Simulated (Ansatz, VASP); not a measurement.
# Si2Mo: VASP beside Ansatz, part 2 of 2

One calculation is typed for both programs; each brings its own data sets. How far apart do they land? The cell is taken from a series of runs on this material, whose earlier steps may have relaxed, scaled, displaced or heated it; both programs get it as it stands.

VASP 6.6.1 and Ansatz 0.2.0.

So far: Set-up; VASP: zone-centre phonons, PBEsol.

## (3) Ansatz: zone-centre phonons, PBEsol

Level of this step: Ansatz beside VASP: Kohn-Sham DFT, plane waves, PBEsol (Ansatz).

Ansatz runs on its PAW soft_1 files.

The same cell, functional, mesh and smearing now go to Ansatz, which takes its cutoff from its data sets.

input.yaml

```yaml
crystal:
  lattice:
    - [-1.6111999174, 1.6111999174, 3.8967272457]
    - [1.6111999174, -1.6111999174, 3.8967272457]
    - [1.6111999174, 1.6111999174, -3.8967272457]
  atoms:
    - { symbol: Si, position: [0.3352292237, 0.3352292237, 0.0] }
    - { symbol: Si, position: [0.6647707763, 0.6647707763, 0.0] }
    - { symbol: Mo, position: [0.0, 0.0, 0.0] }
kpoints:
  mp_grid: { grid: [20, 20, 20] }
hamiltonian:
  xc: pbesol
  pseudopotentials: { kind: paw, azcp: { folder: soft_1 }, xc_functional: pbe }
scf:
  occupations: { method: methfessel_paxton, width: 0.2 }
output:
  eigenvalues: true
phonons:
  method: dfpt
```

The run is started by

```
ansatz run input.yaml --threads 4 --pin off --max-ram 10240MiB --backend cpu --events-out ev --progress --plain --runs-dir out
```

Numbers of over 12 decimals in the logs are rounded to 6 here.

The log of the run:

```text
zone centre: on kpoints.mp_grid the ground state, and the responses unless they are solved on pairs of k-points, stand on 1166 of the mesh's 8000 k-points, reduced under 4 symmetry operations, with k and −k counted as one. Each operation leaves every solved displacement unchanged or reverses it
Engine: ansatz 0.2.0, aarch64-unknown-linux-gnu
Pseudopotentials: kind: paw
Pseudopotential: Si, paw, valence charge 4, recommended cutoff 420 eV (normal), soft_1/Si.paw.azcp
Pseudopotential: Mo, paw, valence charge 14, recommended cutoff 420 eV (normal), soft_1/Mo.paw.azcp
Functional definition: PBEsol
  exchange = pbesol_x
  correlation = pbesol_c
Crystal: 3 atoms, lattice volume = 40.463 Å³
Basis set: ecut = 420 eV, 793 PW (Γ), exchange–correlation on 64×64×64 points (8 copies of the dense FFT grid, shifted against one another)
Bands: 15, of which v1, the nominal top of the filled ones, is band 11 counted from 1 (10 counted from 0)
Symmetry: 16 space group operations
k-points: 1166 of 8000 (irreducible under 4 space group operations, time reversal used)
Non-local potential: Si, projectors of the file, l = 0: 2, l = 1: 2, l = 2: 1
Non-local potential: Mo, projectors of the file, l = 0: 3, l = 1: 2, l = 2: 2, l = 3: 1
PAW form: soft (Blöchl's): semilocal exchange-correlation on the pseudo side does not see the compensation charge
PAW frozen core: Si, regenerated for the run's functional, and the local potential with it (the file was generated under x = pbe(κ = 0.804, μ = 0.219515), c = pbe(β = 0.066725))
PAW frozen core: Mo, regenerated for the run's functional, and the local potential with it (the file was generated under x = pbe(κ = 0.804, μ = 0.219515), c = pbe(β = 0.066725))
PAW one-centre angular grid: Si, 110 points (default); XC on 64 Gauss nodes
PAW one-centre angular grid: Mo, 590 points (default); XC on 64 Gauss nodes
Initial density: superposition of atomic densities (chi_scale 0.1, normalization cell, long waves kept (reshape's long-wave potential 0.00 eV rms))
Initial wavefunctions: pseudopotential atomic-orbital guess
Functional: x = pbesol(κ = 0.804, μ = 0.123457), c = pbesol(β = 0.046)
SCF iter   1: F=—  HF=-6143.586283 eV  |F-HF|=—  |Δ(HF+E_count)|=         —  Δρ=9.37e-2  dr2=5.37e0  ethr=3.10e-3  ⟨swp⟩=5.3  Hψ=100040  notcnv=0
preconditioner: auto → Kerker (q_TF=auto, 2.465 Å⁻¹)  [metal: Δε(μ)=0.017 eV  Ē_g=8.095 eV  σ=0.200 eV  W_gap=0.07  n_scr=10 (ndim 8)  ℏωp=21.8 eV  f_vac=0.000  D(μ)=0.44/eV (n_scr^D=0)]
SCF iter   2: F=—  HF=-6142.362025 eV  |F-HF|=—  |Δ(HF+E_count)|=    1.22e0  S|Δr|=    0.00e0  Δρ=3.13e-2  dr2=2.94e-1  ethr=3.10e-3  ⟨swp⟩=2.2  Hψ=43433  notcnv=0
SCF iter   3: F=—  HF=-6142.303897 eV  |F-HF|=—  |Δ(HF+E_count)|=   5.81e-2  S|Δr|=    0.00e0  Δρ=1.48e-2  dr2=6.58e-2  ethr=1.34e-3  ⟨swp⟩=2.2  Hψ=24757  notcnv=0
SCF iter   4: F=—  HF=-6142.288661 eV  |F-HF|=—  |Δ(HF+E_count)|=   1.52e-2  S|Δr|=    0.00e0  Δρ=2.62e-3  dr2=3.04e-3  ethr=2.99e-4  ⟨swp⟩=2.5  Hψ=25669  notcnv=0
SCF iter   5: F=—  HF=-6142.287814 eV  |F-HF|=—  |Δ(HF+E_count)|=   8.47e-4  S|Δr|=    0.00e0  Δρ=3.45e-4  dr2=8.52e-5  ethr=1.38e-5  ⟨swp⟩=2.8  Hψ=28842  notcnv=0
SCF iter   6: F=—  HF=-6142.287796 eV  |F-HF|=—  |Δ(HF+E_count)|=   1.71e-5  S|Δr|=    0.00e0  Δρ=3.49e-5  dr2=7.62e-7  ethr=3.87e-7  ⟨swp⟩=2.3  Hψ=22616  notcnv=0
SCF iter   7: F=—  HF=-6142.287796 eV  |F-HF|=—  |Δ(HF+E_count)|=   3.12e-7  S|Δr|=    0.00e0  Δρ=5.08e-6  dr2=1.01e-8  ethr=3.46e-9  ⟨swp⟩=2.3  Hψ=24288  notcnv=0
SCF iter   8: F=—  HF=-6142.287796 eV  |F-HF|=—  |Δ(HF+E_count)|=   1.20e-9  S|Δr|=    0.00e0  Δρ=8.69e-7  dr2=3.25e-10  ethr=4.58e-11  ⟨swp⟩=2.6  Hψ=30331  notcnv=0
SCF iter   9: F=-6142.287796 eV  HF=-6142.287796 eV  |F-HF|=3.64e-12  |Δ(HF+E_count)|=  7.64e-11  S|Δr|=    0.00e0  Δρ=1.35e-7  dr2=6.66e-12  ethr=1.00e-12  ⟨swp⟩=3.8  Hψ=79435  notcnv=0
SCF 1 converged in 9 iterations: F = -6142.287796 eV  dr2 = 6.66e-12
  greatest PAW one-centre occupation: 0.999 electrons in one spin orbital (limit 2), on the Mo atom at site 2 (counted from 0), in its partial waves of l = 0
DFPT response loops at Γ: preconditioner auto → Kerker (q_TF=auto, 2.465 Å⁻¹) (partly filled bands, converged f_vac=0.000); β = 1.00, the filter's whole step (`scf.mixing.beta` (0.50) is not read by the response loops under this deck's `scf.mixing.preconditioner`; to damp them name `kerker` or `kerker_dos`, under which they read `scf.mixing.beta`, and type it under 1.00, their step now; both keys bind the ground state too); Broyden in place of MSR1
SCF converged after 9 iterations
Stability not checked: this state was not tested for a lower state beside it, because cold or Methfessel-Paxton smearing, or corrected tetrahedra, fill the levels in a way that the test cannot read (fill_not_monotonic; see scf.lower_state_search)
Free energy (F): -6142.287796 eV
Harris-Foulkes:  -6142.287796 eV  (|F-HF|=3.64e-12)
Internal energy: -6142.288503 eV  (E = F + TS)
E sigma→0 (E₀):  -6142.287973 eV
Entropy (-TS):   0.000707 eV (0.236 meV/atom)
Fermi energy:    15.707410 eV
--- Per-component energies (eV) ---
  E_band       = -50.772116
  E_kinetic    = 511.570750
  E_local      = -1134.114272  (includes V_loc(G=0)·N_el)
  E_nonlocal   = 194.554403
  E_hartree    = 430.965765
  E_xc         = -291.346988
  E_vxc        = -320.560600  (∫ρ·V_xc dr)
  E_paw        = -4149.868602  (= ΣΔE_a)
  E_vpaw       = -164.154025  (= ΣTr[D̂ρ^β])
  E_aug_tail   = 0.000119  (compensation charges beyond the density's cutoff)
  E_ewald      = -1704.322100
  E_core_change = 0.272421  (= ΣΔE_core)
  E_smearing   = 0.000707  (= −TS)
  E_closure    = -0.000000  (closes the sum)
  Σ components = -6142.287796   (vs F -6142.287796, Δ=0.00e0)
--- Band table (eV; the first three rows and the last of 1166) ---
  k-point 0: bands = [... 7 lower, 12.7048, 13.0978, 13.0978, 16.0530, 18.8112, 18.9473, 19.1476, 19.1476]
  k-point 1: bands = [... 7 lower, 12.7248, 12.9006, 13.5176, 15.7494, 18.5542, 19.0347, 19.1074, 19.1882]
  k-point 2: bands = [... 7 lower, 12.4057, 12.7872, 14.0867, 14.9974, 18.1286, 18.9574, 19.2903, 19.3890]
  k-point 1165: bands = [... 7 lower, 13.5579, 15.1842, 15.1842, 15.2001, 15.2001, 16.1945, 20.6819, 20.8566]
--- Phonons (Γ-DFPT): 4 representative perturbations + reference, on 1166 of 8000 k-points (Σ response iterations 12) ---
  k mesh reduced under 4 symmetry operations, with k and −k counted as one. Each operation leaves every solved displacement unchanged or reverses it
  ASR residual: 3.941e-5 → 0.000e0 eV/Å²; symmetrization residual: 2.262e-6 eV/Å²
  ASR residual per site (eV/Å²): 3.94e-5 3.94e-5 2.79e-5
  Γ frequencies (cm⁻¹): 0.00 0.00 0.00 265.23 265.23 315.88 320.10 320.10 438.42
  non-analytic LO–TO correction: not included (Born effective charges unavailable; polar crystals: no LO–TO splitting at Γ)
```

In the SCF lines HF is the Harris–Foulkes energy and dr2 the Hartree energy of the density residual, in eV; the loop may stop once dr2 is under the threshold and the program's other checks hold. Hψ counts applications of the Hamiltonian.

## (4) Differences

Known differences besides the potentials themselves: the cutoff is 420 eV in Ansatz and 500 eV in VASP; Ansatz makes its cores anew for this functional, VASP keeps those of its PBE data sets. Total energies have different zeros and are not compared.

The two programs side by side:

```
                  quantity  Ansatz   VASP  difference
optical mode 1 to 2 (cm⁻¹)   265.2  266.5     -0.48 %
     optical mode 3 (cm⁻¹)   315.9  317.2     -0.42 %
optical mode 4 to 5 (cm⁻¹)   320.1  321.0     -0.27 %
     optical mode 6 (cm⁻¹)   438.4  438.9     -0.12 %
```

Modes are paired by rising frequency, not by their patterns, so a pair may set unlike modes beside each other; they are those without the splitting of longitudinal modes.

## (5) Summary of results

```json
{
 "r.m.s. difference of the optical zone-centre modes, each program's sorted by frequency (zone-centre phonons, PBEsol)": "1.1 cm⁻¹"
}
```

The r.m.s. difference of the optical zone-centre modes, each program's sorted by frequency is 1.1 cm⁻¹ (zone-centre phonons, PBEsol). How closely two codes agree says nothing of how well the functional describes the real material.

[Lines on the potential files, build, host, timing and source positions are cut from VASP's logs without a mark.]

[Logs are printed without paths, hosts, clocks, repeated set-up lines and the standing remarks that a program may print on its own settings, such as how far it seeks lower states.]

[Hosts, paths, dates, database ids (printed as entryN), source tags and the programs' standing remarks are cut or masked in the printed files.]
